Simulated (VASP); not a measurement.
These are HSE06 screened hybrid, VASP's PBE PAW potentials (set 64) (plane waves; VASP 6.6.1) values and carry that method's errors.

VASP input:

**INCAR**
```
! general
SYSTEM  =Al31As33
PREC    =Normal
ENCUT   =400   ! plane-wave cut-off (eV)
LREAL   =Auto
LASPH   =.TRUE.
ISYM    =0
NELECT  =259.0

! electronic loop
EDIFF   =1E-5
NELM    =50   ! most electronic steps
NELMIN  =4
ALGO    =Normal   ! blocked Davidson
LMAXMIX =4   ! l cut-off of mixed one-centre charges

! smearing
ISMEAR  =0
SIGMA   =0.05   ! width (eV)

! functional
GGA     =PE   ! PBE
LHFCALC =.TRUE.
AEXX    =0.25
HFSCREEN=0.2   ! 1/Angstrom
PRECFOCK=Fast

! spin
ISPIN   =2   ! spin-polarised
MAGMOM  =64*0.0156
NUPDOWN =1

! ions
ISIF    =0

! output
LWAVE   =.FALSE.
LCHARG  =.FALSE.
LORBIT  =10
```

### KPOINTS
```
Automatic mesh
0
Gamma
1 1 1
0 0 0
```

### POSCAR
```
Al31As33
22.9296920
  0.5000000092   0.0000000000   0.0000000000
  0.0000000000   0.5000000092   0.0000000000
  0.0000000000   0.0000000000   0.5000000092
Al As
31 33
Direct
  0.5002780293   0.9996111730   0.0007156792
  0.7495737455   0.2504812892   0.0012740009
  0.7496607070   0.9997890618   0.2495233699
  0.0004549525   0.9996311228   0.0005570734
  0.2494595906   0.2504570387   0.0004105059
  0.5006618972   0.4994240190   0.0009492191
  0.7496394630   0.7507078849   0.0002850186
  0.2493797547   0.9992859451   0.2494687153
  0.4998947857   0.2490682530   0.2475648544
  0.7510538414   0.5002866744   0.2475509238
  0.5006754818   0.9992964140   0.5007882372
  0.7506910506   0.2493919466   0.5011180310
  0.7494882203   0.9990121140   0.7495878211
  0.0003732627   0.4997768728   0.0007467532
  0.2493138383   0.7507784650   0.0010471716
  0.0002999410   0.2504647037   0.2495223435
  0.2479887721   0.5000938492   0.2481013196
  0.5000115054   0.7521044269   0.2480868044
  0.0003716756   0.9995677360   0.5004026633
  0.2473696525   0.2489503070   0.5000406835
  0.7509710017   0.7525487862   0.4999868648
  0.2493941636   0.9998300473   0.7496820331
  0.5009635550   0.2493347385   0.7508689466
  0.7507151260   0.4989375212   0.7508369627
  0.0009053418   0.7507855214   0.2494501521
  0.0008841485   0.4994230740   0.5007825303
  0.2479141914   0.7521707029   0.5001008227
  0.0010871530   0.2505474644   0.7496096568
  0.2472008294   0.5003177863   0.7514294174
  0.4997360279   0.7527168889   0.7512863831
  0.0001755933   0.7507003496   0.7496680685
  0.6252141670   0.1246198247   0.1249579415
  0.8753892054   0.3748559766   0.1250011235
  0.8750158018   0.1250649733   0.3749266009
  0.1249879409   0.1249997281   0.1250507664
  0.3746979703   0.3751658851   0.1251100028
  0.6249497754   0.6254170585   0.1250625151
  0.8750741577   0.8750851785   0.1250174853
  0.3749739506   0.1250920681   0.3750798250
  0.6320638745   0.3681221849   0.3674531570
  0.8750666771   0.6251317278   0.3750547767
  0.6250236822   0.1250821660   0.6251150637
  0.8750730102   0.3749904367   0.6251213382
  0.8749517262   0.1250923149   0.8750069278
  0.1244843864   0.6253608859   0.1246427734
  0.3746818028   0.8755888431   0.1246915161
  0.1250453405   0.3751297761   0.3747941952
  0.3693764846   0.6307654360   0.3694835152
  0.6249376351   0.8750515627   0.3747957870
  0.1247118272   0.1245630746   0.6252781659
  0.3669824665   0.3679403366   0.6325586266
  0.5043909020   0.4954734557   0.5049353144
  0.6320365161   0.6328557254   0.6324290585
  0.8753506846   0.8752322060   0.6252543011
  0.3748373987   0.1249888533   0.8751583499
  0.6250631596   0.3749327178   0.8751956186
  0.8750513557   0.6251925699   0.8751237925
  0.1245052697   0.8756733872   0.3747916937
  0.1249969093   0.6254190755   0.6250424346
  0.3746485289   0.8750821799   0.6250063128
  0.1246740045   0.3748543555   0.8757343379
  0.3748855937   0.6251518761   0.8752294996
  0.6251780726   0.8753514440   0.8755989087
  0.1249394233   0.8750805379   0.8751272475
```

POTCAR, in this order: Al As (PBE.64 set). Program: vasp_gam. Read from the step before: WAVECAR.

The run wrote:

**OUTCAR**
```
 ion  position               nearest neighbor table
   1  0.500  1.000  0.001-  46 2.47  32 2.48  63 2.48  55 2.49
   2  0.750  0.250  0.001-  32 2.48  33 2.48  56 2.48  44 2.50
   3  0.750  1.000  0.250-  32 2.47  38 2.48  49 2.48  34 2.49
   4  0.000  1.000  0.001-  38 2.48  35 2.48  64 2.48  44 2.49
   5  0.249  0.250  0.000-  61 2.47  35 2.48  36 2.48  55 2.49
   6  0.501  0.499  0.001-  36 2.48  37 2.48  56 2.48  62 2.50
   7  0.750  0.751  0.000-  63 2.47  38 2.48  37 2.48  57 2.49
   8  0.249  0.999  0.249-  46 2.47  58 2.47  35 2.48  39 2.50
   9  0.500  0.249  0.248-  40 2.46  32 2.46  36 2.47  39 2.49
  10  0.751  0.500  0.248-  40 2.46  33 2.46  37 2.47  41 2.49
  11  0.501  0.999  0.501-  42 2.48  60 2.48  49 2.48  39 2.50
  12  0.751  0.249  0.501-  40 2.46  42 2.48  43 2.48  34 2.48
  13  0.749  0.999  0.750-  54 2.48  63 2.48  42 2.48  44 2.50
  14  0.000  0.500  0.001-  45 2.47  33 2.48  61 2.48  57 2.49
  15  0.249  0.751  0.001-  46 2.47  45 2.47  64 2.48  62 2.50
  16  0.000  0.250  0.250-  33 2.47  35 2.48  47 2.48  34 2.49
  17  0.248  0.500  0.248-  45 2.46  48 2.47  47 2.48  36 2.48
  18  0.500  0.752  0.248-  46 2.46  48 2.47  49 2.48  37 2.48
  19  0.000  1.000  0.500-  58 2.47  54 2.48  50 2.48  34 2.49
  20  0.247  0.249  0.500-  51 2.46  50 2.46  47 2.47  39 2.49
  21  0.751  0.753  0.500-  53 2.46  54 2.46  49 2.47  41 2.49
  22  0.249  1.000  0.750-  50 2.47  64 2.48  60 2.48  55 2.49
  23  0.501  0.249  0.751-  51 2.46  56 2.48  42 2.48  55 2.48
  24  0.751  0.499  0.751-  53 2.46  56 2.48  43 2.48  57 2.48
  25  0.001  0.751  0.249-  45 2.47  58 2.47  38 2.48  41 2.50
  26  0.001  0.499  0.501-  59 2.48  47 2.48  43 2.48  41 2.50
  27  0.248  0.752  0.500-  58 2.46  48 2.47  60 2.48  59 2.48
  28  0.001  0.251  0.750-  50 2.48  61 2.48  43 2.48  44 2.50
  29  0.247  0.500  0.751-  51 2.46  61 2.46  59 2.47  62 2.49
  30  0.500  0.753  0.751-  53 2.46  63 2.47  60 2.47  62 2.49
  31  0.000  0.751  0.750-  54 2.47  64 2.48  59 2.48  57 2.49
  32  0.625  0.125  0.125-   9 2.46   3 2.47   2 2.48   1 2.48
  33  0.875  0.375  0.125-  10 2.46  16 2.47   2 2.48  14 2.48
  34  0.875  0.125  0.375-  12 2.48   3 2.49  16 2.49  19 2.49
  35  0.125  0.125  0.125-   4 2.48   8 2.48   5 2.48  16 2.48
  36  0.375  0.375  0.125-   9 2.47   6 2.48   5 2.48  17 2.48
  37  0.625  0.625  0.125-  10 2.47   6 2.48  18 2.48   7 2.48
  38  0.875  0.875  0.125-   4 2.48   7 2.48  25 2.48   3 2.48
  39  0.375  0.125  0.375-   9 2.49  20 2.49   8 2.50  11 2.50
...
```

### OSZICAR
```
       N       E                     dE             d eps       ncg     rms          rms(c)
DAV:   1    -0.342830450453E+03   -0.34283E+03   -0.22076E+01   746   0.998E+00    0.427E+01
DAV:   2    -0.343003048012E+03   -0.17260E+00   -0.74581E-01   778   0.190E+00    0.334E+01
DAV:   3    -0.342973569936E+03    0.29478E-01   -0.22691E-02   742   0.310E-01    0.209E+01
DAV:   4    -0.342961721984E+03    0.11848E-01   -0.55111E-03   710   0.134E-01    0.124E+01
DAV:   5    -0.342957700420E+03    0.40216E-02   -0.15886E-03   710   0.740E-02    0.734E+00
DAV:   6    -0.342956326041E+03    0.13744E-02   -0.48466E-04   718   0.428E-02    0.429E+00
DAV:   7    -0.342955875881E+03    0.45016E-03   -0.16353E-04   732   0.248E-02    0.246E+00
DAV:   8    -0.342955738216E+03    0.13767E-03   -0.46413E-05   582   0.139E-02    0.142E+00
DAV:   9    -0.342955701253E+03    0.36963E-04   -0.17583E-05   420   0.962E-03    0.821E-01
DAV:  10    -0.342955697318E+03    0.39346E-05   -0.87463E-06   372   0.700E-03
   1 F= -.34295570E+03 E0= -.34295570E+03  d E =-.295664E-08  mag=     1.0000
```

OUTCAR:
```
------------------------ aborting loop because EDIFF is reached ----------------------------------------
  volume of cell :     1506.97
      direct lattice vectors                 reciprocal lattice vectors
    11.464846211  0.000000000  0.000000000     0.087223150  0.000000000  0.000000000
     0.000000000 11.464846211  0.000000000     0.000000000  0.087223150  0.000000000
     0.000000000  0.000000000 11.464846211     0.000000000  0.000000000  0.087223150
  FREE ENERGIE OF THE ION-ELECTRON SYSTEM (eV)
  ---------------------------------------------------
  free  energy   TOTEN  =      -342.9556973182 eV

  energy  without entropy=     -342.9556973152  energy(sigma->0) =     -342.95569732

  exchange ACFDT corr.  =         0.00000000  see jH, gK, PRB 81, 115126

 total charge

# of ion       s       p       d       tot
------------------------------------------
    1        0.464   0.370   0.000   0.834
    2        0.447   0.374   0.000   0.821
    3        0.447   0.374   0.000   0.821
    4        0.448   0.374   0.000   0.822
    5        0.447   0.374   0.000   0.821
    6        0.448   0.373   0.000   0.821
    7        0.447   0.374   0.000   0.821
    8        0.448   0.374   0.000   0.822
    9        0.448   0.377   0.000   0.825
   10        0.448   0.377   0.000   0.825
   11        0.448   0.373   0.000   0.821
   12        0.448   0.377   0.000   0.825
   13        0.447   0.374   0.000   0.821
   14        0.464   0.370   0.000   0.834
   15        0.448   0.374   0.000   0.822
   16        0.447   0.374   0.000   0.821
   17        0.447   0.377   0.000   0.824
   18        0.447   0.377   0.000   0.824
   19        0.464   0.370   0.000   0.834
   20        0.448   0.377   0.000   0.825
   21        0.448   0.377   0.000   0.825
   22        0.447   0.374   0.000   0.821
   23        0.448   0.377   0.000   0.825
   24        0.448   0.377   0.000   0.825
   25        0.448   0.374   0.000   0.822
   26        0.448   0.373   0.000   0.821
   27        0.447   0.377   0.000   0.824
   28        0.447   0.374   0.000   0.821
   29        0.448   0.377   0.000   0.825
   30        0.448   0.377   0.000   0.825
   31        0.447   0.374   0.000   0.821
   32        1.204   1.717   0.025   2.946
   33        1.204   1.717   0.025   2.946
   34        1.207   1.708   0.023   2.938
   35        1.199   1.718   0.024   2.942
   36        1.199   1.718   0.024   2.942
   37        1.199   1.718   0.024   2.942
   38        1.199   1.718   0.024   2.942
   39        1.202   1.708   0.023   2.933
   40        1.222   1.655   0.030   2.906
   41        1.202   1.708   0.023   2.933
   42        1.199   1.718   0.024   2.942
   43        1.199   1.718   0.024   2.942
   44        1.202   1.708   0.023   2.932
   45        1.203   1.718   0.025   2.946
   46        1.203   1.718   0.025   2.947
   47        1.199   1.718   0.024   2.942
   48        1.230   1.638   0.026   2.894
   49        1.199   1.718   0.024   2.942
   50        1.204   1.717   0.025   2.946
   51        1.222   1.655   0.030   2.906
   52        1.418   1.238   0.040   2.696
   53        1.222   1.655   0.030   2.906
   54        1.204   1.717   0.025   2.946
   55        1.207   1.708   0.023   2.938
   56        1.199   1.718   0.024   2.941
   57        1.207   1.708   0.023   2.938
   58        1.203   1.718   0.025   2.946
   59        1.199   1.718   0.024   2.942
   60        1.199   1.718   0.024   2.942
   61        1.204   1.717   0.025   2.946
   62        1.202   1.709   0.023   2.933
   63        1.204   1.717   0.025   2.946
   64        1.199   1.718   0.024   2.941
--------------------------------------------------
tot         53.891  67.487   0.833 122.211

 magnetization (x)

# of ion       s       p       d       tot
------------------------------------------
    1       -0.000   0.002   0.000   0.002
    2       -0.000   0.002   0.000   0.002
    3       -0.000   0.002   0.000   0.002
    4       -0.000   0.001   0.000   0.001
    5       -0.000   0.002   0.000   0.002
    6        0.000   0.002   0.000   0.002
    7       -0.000   0.002   0.000   0.002
    8        0.000   0.002   0.000   0.002
    9        0.000   0.002   0.000   0.003
   10        0.000   0.002   0.000   0.003
   11        0.000   0.002   0.000   0.002
   12        0.000   0.003   0.000   0.003
   13       -0.000   0.002   0.000   0.002
   14       -0.000   0.002   0.000   0.002
   15        0.000   0.002   0.000   0.002
   16       -0.000   0.002   0.000   0.002
   17        0.000   0.004   0.000   0.004
   18        0.000   0.004   0.000   0.004
   19       -0.000   0.002   0.000   0.002
   20        0.000   0.002   0.000   0.003
   21        0.000   0.002   0.000   0.003
...
```
(Selected blocks of OUTCAR.)

The cell is charged, with a uniform compensating background. The supercell is sampled at Γ alone, which is coarse: total energies, pressure and levels can be off, energies of defects by several tenths of an eV.

The cell is a supercell with a defect, built from AlAs (zinc blende): As_Al, charge -1. The cell's shape comes from a PBE relaxation.
